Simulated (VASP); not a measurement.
```
Pt3Ti
1.0
    3.76737     0.00000     0.00000
    0.00000     3.76737     0.00000
    0.00000     0.00000     3.76737
Ti Pt
1 3
Direct
  0.00000   0.00000   0.00000
  0.00000   0.50000   0.50000
  0.50000   0.00000   0.50000
  0.50000   0.50000   0.00000
```

All values below come from LDA (Ceperley-Alder, Perdew-Zunger), VASP's LDA PAW potentials (set 64) (plane waves; VASP). Run with 500 eV cut-off, 8×8×8 Γ-centred mesh, first-order Methfessel-Paxton smearing of 0.10 eV, potentials Ti_sv Pt.

Energy and stress use the plane-wave basis of the starting cell.

**Question.** The ions, cell shape and volume at an external pressure of 45.0 GPa are relaxed. Which structure does the run end with?

**Answer.** 
```
Pt3Ti
1.0
    3.72689     0.00000     0.00000
    0.00000     3.72689     0.00000
    0.00000     0.00000     3.72689
Ti Pt
1 3
Cartesian
  0.00000   0.00000   0.00000
  0.00000   1.86344   1.86344
  1.86344   0.00000   1.86344
  1.86344   1.86344   0.00000
```
Space group Pm-3m (221), at a tolerance of 0.03 Å.

**Question.** How do energy and volume change from the first to the last step?

**Answer.** The energy (σ→0) changes by +98.8 meV/atom and the volume by -3.2 %, in 4 ionic steps.

The compound is Pt3Ti in the L1_2 structure. This run relaxes it under an external pressure of 45 GPa. Symmetry was kept, so distortions that lower it aren't found.
